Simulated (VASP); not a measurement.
Runs of VASP 6.6.1 on Ta. It takes space group Im-3m (No. 229, cubic). Conventional cell: a = 3.320 Å, b = 3.320 Å, c = 3.320 Å, α = 90.00°, β = 90.00°, γ = 90.00°. Ta (site symmetry m-3m) has 8 Ta at 2.88 Å as nearest neighbours. The cell was built by a generator and needn't be a form met in nature.

```tsv
task	level	potentials or basis	cell	k mesh	cutoff (eV)	k mesh for the DOS	occupations for the DOS	gap on the mesh (eV)	pressure (GPa)
optical spectrum	PBE	VASP PAW PBE potentials, release 64 (Ta_pv)	as given	32 × 32 × 32	520	-	-	none	0.0
relaxation of cell and atoms	PBE	VASP PAW PBE potentials, release 64 (Ta_pv)	relaxed	14 × 14 × 14	600	-	-	none	0.1
optical spectrum	LDA	VASP PAW LDA potentials, release 64 (Ta_pv)	as given	22 × 22 × 22	520	-	-	none	-11.2
optical spectrum	PBE	VASP PAW PBE potentials, release 64 (Ta_pv)	as given	14 × 14 × 14	520	-	-	none	(a)
```

Alike in all rows: no spin polarisation; smearing methfessel-paxton 0.1 eV.

Task: Fill in the values left out.

Result: (a) -0.1.

Caveats: independent-particle spectra lack excitons (some runs); the intraband (Drude) part of a metal's response may be missing (some runs); the relaxation stopped at its first step, so nothing moved (some runs).

A k mesh can miss the band edges, and the runs leave out spin-orbit coupling on Ta.

A gap of «none» marks a metal or a gap under the smearing width.
